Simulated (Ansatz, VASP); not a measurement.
# Cross-check of Ga7Sb7H18 (GaSb wire along [111], 14 atoms a period, H-terminated) between VASP and Ansatz, part 2 of 2

Wanted: the spread between two codes on one cell, functional and k mesh. Of the first pair: The structure shown is the start of the Ansatz relaxation below; VASP solves that cell, so the two are compared at the walk's first step.

VASP 6.6.1 and Ansatz 0.2.0.

So far. Step 4 (Differences): The forces differ by 36 meV/Å r.m.s., which is 10.9 % of the r.m.s. force of 0.330 eV/Å (both taken over all components).

## (5) Ansatz: relaxation, PBE

Level of this step: Ansatz beside VASP: Kohn-Sham DFT, plane waves, PBE (Ansatz).

This run makes the geometry at which the two programs are then compared. The cell compared in this pair holds 2270.87 Å³, against 2268.18 Å³ for the pair before.

The structure compared here is the end of the Ansatz relaxation.

File input.yaml:

```yaml
crystal:
  lattice:
    - [14.049, 0.0, 0.0]
    - [0.0, 15.01, 0.0]
    - [0.0, 0.0, 10.756035515]
  atoms:
    - { symbol: Ga, position: [0.499995414, 0.494660904, 0.0] }
    - { symbol: Sb, position: [0.499995414, 0.494660904, 0.25] }
    - { symbol: H, position: [0.251890129, 0.459831337, 0.284368576] }
    - { symbol: H, position: [0.343716209, 0.310966752, 0.284368576] }
    - { symbol: H, position: [0.408169334, 0.713184623, 0.284368576] }
    - { symbol: H, position: [0.591821494, 0.713184623, 0.284368576] }
    - { symbol: H, position: [0.656274619, 0.310966752, 0.284368576] }
    - { symbol: H, position: [0.748100699, 0.459831337, 0.284368576] }
    - { symbol: Ga, position: [0.343716209, 0.410209809, 0.333333333] }
    - { symbol: Ga, position: [0.499995414, 0.663563095, 0.333333333] }
    - { symbol: Ga, position: [0.656274619, 0.410209809, 0.333333333] }
    - { symbol: Sb, position: [0.343716209, 0.410209809, 0.583333333] }
    - { symbol: Sb, position: [0.499995414, 0.663563095, 0.583333333] }
    - { symbol: Sb, position: [0.656274619, 0.410209809, 0.583333333] }
    - { symbol: H, position: [0.251890129, 0.628733528, 0.61770191] }
    - { symbol: H, position: [0.499995414, 0.226515656, 0.61770191] }
    - { symbol: H, position: [0.748100699, 0.628733528, 0.61770191] }
    - { symbol: H, position: [0.242010107, 0.355249255, 0.63756645] }
    - { symbol: H, position: [0.499995414, 0.773484202, 0.63756645] }
    - { symbol: H, position: [0.757980721, 0.355249255, 0.63756645] }
    - { symbol: Ga, position: [0.343716209, 0.579111999, 0.666666667] }
    - { symbol: Ga, position: [0.499995414, 0.325758713, 0.666666667] }
    - { symbol: Ga, position: [0.656274619, 0.579111999, 0.666666667] }
    - { symbol: Sb, position: [0.343716209, 0.579111999, 0.916666667] }
    - { symbol: Sb, position: [0.499995414, 0.325758713, 0.916666667] }
    - { symbol: Sb, position: [0.656274619, 0.579111999, 0.916666667] }
    - { symbol: H, position: [0.242010107, 0.524151446, 0.970899784] }
    - { symbol: H, position: [0.343716209, 0.689033107, 0.970899784] }
    - { symbol: H, position: [0.398289313, 0.27079816, 0.970899784] }
    - { symbol: H, position: [0.601701515, 0.27079816, 0.970899784] }
    - { symbol: H, position: [0.656274619, 0.689033107, 0.970899784] }
    - { symbol: H, position: [0.757980721, 0.524151446, 0.970899784] }
kpoints:
  mp_grid: { grid: [1, 1, 8] }
scf:
  occupations: { method: fermi_dirac, width: 0.05 }
hamiltonian:
  xc: pbe
  pseudopotentials: { kind: paw, azcp: { folder: soft_1 } }
relax:
  cell: { fix: [a, b, alpha, beta, gamma] }
  max_steps: 45
  f_tol: 0.03
```

Launch:

```
ansatz run input.yaml --threads 4 --pin off --max-ram 16384MiB --backend cpu --events-out ev --progress --plain --runs-dir out
```

Numbers of over 12 decimals in the logs are rounded to 6 here.

The program printed:

```text
[...]
Crystal: 32 atoms, lattice volume = 2268.184 Å³
Basis set: ecut = 420 eV, 44335 PW (Γ), exchange–correlation on 192×216×144 points (8 copies of the dense FFT grid, shifted against one another)
Bands: 139, of which v1, the nominal top of the filled ones, is band 107 counted from 1 (106 counted from 0)
Symmetry: 2 space group operations
[...]
- { symbol: Sb, position: [0.354942, 0.573069, 0.908627] }
    - { symbol: Sb, position: [0.499995, 0.337889, 0.908654] }
    - { symbol: Sb, position: [0.645048, 0.573069, 0.908627] }
[...]
- { symbol: H, position: [0.409515, 0.276301, 0.971258] }
    - { symbol: H, position: [0.590476, 0.276301, 0.971258] }
    - { symbol: H, position: [0.656797, 0.677196, 0.971249] }
    - { symbol: H, position: [0.747271, 0.530510, 0.971226] }
[key lines of the parts left out:]
SCF converged after 6 iterations
Free energy (F): -72153.861789 eV
Fermi energy:    -2.033419 eV
P = ⅓ Tr σ = 0.0051 GPa (0.051 kbar)
```

## (6) VASP: single point, PBE, relaxed cell, pair 2

The same cell, functional, mesh and smearing now go to VASP, with its own data sets.

File INCAR:

```
SYSTEM = Ga7Sb7H18
PREC = Accurate
ENCUT = 500
EDIFF = 1E-06
NELM = 120
ISMEAR = -1
SIGMA = 0.05
LREAL = Auto
ALGO = Normal
GGA = PE
NBANDS = 96
LORBIT = 11
LWAVE = .FALSE.
LCHARG = .FALSE.
ISIF = 2
LASPH = .TRUE.
GGA_COMPAT = .FALSE.
EFERMI = MIDGAP
KPAR = 4
```

File POSCAR:

```
Ga7Sb7H18
1.0
   14.0490000000      0.0000000000      0.0000000000
    0.0000000000     15.0100000000      0.0000000000
    0.0000000000      0.0000000000     10.7687835543
Ga Sb H
7 7 18
Direct
    0.4999954140      0.4946798035      0.0324706025
    0.3364297639      0.4062370635      0.3215073675
    0.4999954140      0.6714668298      0.3214894720
    0.6635610641      0.4062370635      0.3215073675
    0.3410989082      0.5805588546      0.6566587927
    0.4999954140      0.3229134794      0.6566982700
    0.6588919198      0.5805588546      0.6566587927
    0.4999954140      0.4946571242      0.2748881989
    0.3502665853      0.4137510477      0.5745855172
    0.4999954140      0.6565359713      0.5745636465
    0.6497242427      0.4137510477      0.5745855172
    0.3549424272      0.5730687472      0.9086271327
    0.4999954140      0.3378894860      0.9086540132
    0.6450484008      0.5730687472      0.9086271327
    0.2491213128      0.4655354818      0.2859206350
    0.3476944948      0.3058055359      0.2859607360
    0.4014504059      0.7125456307      0.2858900842
    0.5985404221      0.7125456307      0.2858900842
    0.6522963332      0.3058055359      0.2859607360
    0.7508695152      0.4655354818      0.2859206350
    0.2466318847      0.6315433856      0.6271255548
    0.4999954140      0.2208395619      0.6271381363
    0.7533589433      0.6315433856      0.6271255548
    0.2549381829      0.3622572270      0.6438378378
    0.4999954140      0.7595463232      0.6438209325
    0.7450526451      0.3622572270      0.6438378378
    0.2527203003      0.5305098453      0.9712255759
    0.3431933304      0.6771961652      0.9712490177
    0.4095149286      0.2763011909      0.9712577326
    0.5904758994      0.2763011909      0.9712577326
    0.6567974976      0.6771961652      0.9712490177
    0.7472705277      0.5305098453      0.9712255759
```

File KPOINTS:

```
Automatic mesh
0
Gamma
1 1 8
0 0 0
```

The projector-augmented-wave data sets are Ga_d, Sb and H (PBE family, release 64).

Launch:

```
mpirun -np 4 vasp_std
```

The program printed:

```text
[... set-up lines as in an earlier step ...]
 entering main loop
       N       E                     dE             d eps       ncg     rms          rms(c)
DAV:   1     0.838753289962E+03    0.83875E+03   -0.51510E+04  1176   0.110E+03
DAV:   2    -0.624676254379E+01   -0.84500E+03   -0.81842E+03  1328   0.243E+02
DAV:   3    -0.104411313506E+03   -0.98165E+02   -0.97508E+02  1168   0.885E+01
DAV:   4    -0.110723571149E+03   -0.63123E+01   -0.63002E+01  1352   0.258E+01
[...]
DAV:  24    -0.105046116351E+03   -0.43910E-05   -0.35391E-07   744   0.234E-03    0.408E-04
DAV:  25    -0.105046118077E+03   -0.17258E-05   -0.19662E-07   816   0.166E-03    0.476E-04
DAV:  26    -0.105046118472E+03   -0.39468E-06   -0.56805E-08   744   0.102E-03
   1 F= -.10504612E+03 E0= -.10504612E+03  d E =-.971734E-11
```

From OUTCAR (step 6):

```text
  Total        0.3047242      0.2582871      0.2172601      0.0000000      0.0084725      0.0000000
  in kB        0.2149932      0.1822303      0.1532843      0.0000000      0.0059776      0.0000000
  external PRESSURE =       0.1835026 kB  Pullay stress =       0.0000000 kB

 POSITION                                       TOTAL-FORCE (eV/Angst)
 -----------------------------------------------------------------------------------
      7.02444      7.42514      0.34967         0.000000      0.000236     -0.016609
      4.72650      6.09762      3.46224        -0.012499     -0.007666     -0.006833
      7.02444     10.07872      3.46205         0.000000      0.012279     -0.006598
      9.32237      6.09762      3.46224         0.012499     -0.007666     -0.006833
      4.79210      8.71419      7.07142        -0.033962      0.018614     -0.004040
      7.02444      4.84693      7.07184         0.000000     -0.037249     -0.004064
      9.25677      8.71419      7.07142         0.033962      0.018614     -0.004040
      7.02444      7.42480      2.96021         0.000000      0.005390      0.034551
      4.92090      6.21040      6.18759         0.065695      0.041601     -0.048822
      7.02444      9.85460      6.18735         0.000000     -0.074501     -0.046958
      9.12798      6.21040      6.18759        -0.065695      0.041601     -0.048822
      4.98659      8.60176      9.78481         0.107648     -0.063890     -0.071321
      7.02444      5.07172      9.78510         0.000000      0.117791     -0.075158
      9.06228      8.60176      9.78481        -0.107648     -0.063890     -0.071321
[...]
-----------------------------------------------------------------------------------
    total drift:                                0.000000      0.001572      0.015345

  FREE ENERGIE OF THE ION-ELECTRON SYSTEM (eV)
  ---------------------------------------------------
  free  energy   TOTEN  =      -105.0461184720 eV

  energy  without entropy=     -105.0461184719  energy(sigma->0) =     -105.04611847

[... 1 part as in an earlier step ...]

[... 2 further parts left out ...]
[key lines of the parts left out:]
E-fermi :  -2.5443
```

## (7) Side by side

What differs besides the data sets and the points named for the pairs above, as far as they apply: the data sets hold 214 valence electrons in Ansatz (on its PAW soft_1 files) and 144 in VASP; the cutoff is 420 eV in Ansatz and 500 eV in VASP (PREC = Accurate, projectors in real space); Ansatz's pressure holds a Pulay correction, VASP's none. Total energies have different zeros and are not compared.

Compared:

```tsv
quantity	Ansatz	VASP	difference
pressure (GPa)	0.01	0.02	-0.01
gap on the k mesh (eV)	2.624	2.619	+0.005
```

Forces on 7 of the 32 atoms, those with the largest forces and the largest differences (eV/Å; atoms numbered as in POSCAR):

```tsv
atom	Ansatz x, y, z	VASP x, y, z
Sb12	0.011, -0.006, 0.009	0.108, -0.064, -0.071
Sb13	0.000, 0.012, 0.008	0.000, 0.118, -0.075
Sb14	-0.011, -0.006, 0.009	-0.108, -0.064, -0.071
H28	0.002, 0.006, 0.002	-0.009, 0.096, 0.042
H29	-0.006, -0.001, 0.002	-0.078, -0.056, 0.042
H30	0.006, -0.001, 0.002	0.078, -0.056, 0.042
H31	-0.002, 0.006, 0.002	0.009, 0.096, 0.042
```

The forces differ by 43 meV/Å r.m.s., where the r.m.s. force is 0.005 eV/Å in Ansatz and 0.045 eV/Å in VASP: the atoms lie near their places of rest in Ansatz, so a percentage would say little (all taken over all components). A gap on the mesh is an upper bound, since the band edges may lie between its points.

## (8) Outcome

* r.m.s. force difference (single point, PBE, start cell, pair 1): 11 % of the r.m.s. force
* r.m.s. force difference (single point, PBE, relaxed cell, pair 2): 43 meV/Å

In words: The r.m.s. force difference is 11 % of the r.m.s. force (single point, PBE, start cell, pair 1), beyond the 3 % picked in this series as the mark of a large difference. The data sets hold unlike numbers of valence electrons (214 in Ansatz and 144 in VASP), so part of the differences comes from the potentials. What causes the difference of the single point, PBE, start cell, pair 1 pair stays open here. What causes the difference of the single point, PBE, relaxed cell, pair 2 pair stays open here. Such differences can come from data sets, numerical settings and the points named under the comparisons, not from the functional's error against experiment.

[Lines on the potential files, build, host, timing and source positions are cut from VASP's logs without a mark.]

[Logs are printed without paths, hosts, clocks, repeated set-up lines and the standing remarks that a program may print on its own settings, such as how far it seeks lower states.]

[Hosts, paths, dates, database ids (printed as entryN), source tags and the programs' standing remarks are cut or masked in the printed files.]
